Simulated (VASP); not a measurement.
```yaml
crystal:
  lattice:
    - [0.00000, 2.63698, 2.63698]
    - [2.63698, 0.00000, 2.63698]
    - [2.63698, 2.63698, 0.00000]
  atoms:
    - { symbol: Co, position: [0.00000, 0.00000, 0.00000] }
    - { symbol: Si, position: [0.25000, 0.25000, 0.25000] }
    - { symbol: Si, position: [0.75000, 0.75000, 0.75000] }
```

Level of theory: RPBE GGA, VASP's PBE PAW potentials (set 64) (plane waves; VASP). Run with 520 eV cut-off, 10×10×10 Γ-centred mesh, first-order Methfessel-Paxton smearing of 0.10 eV, potentials Co Si.

Q: What does the run give for the energy per atom (σ→0), pressure, band gap (on the k-mesh) with the smallest direct gap where there is one?

A: 
```json
{
 "band gap (on the k-mesh)": "none (metal, semimetal or under 0.01 eV)",
 "energy per atom (σ→0)": "-6.009 eV/atom",
 "pressure": "12.32 GPa"
}
```

The compound is CoSi2 in the fluorite structure. This cell is one point of a volume scan, at 0.94 of the reference volume. The run is not spin-polarised, so no magnetic state was tried. The electron count is odd and the run is not spin-polarised, which forces a metal.
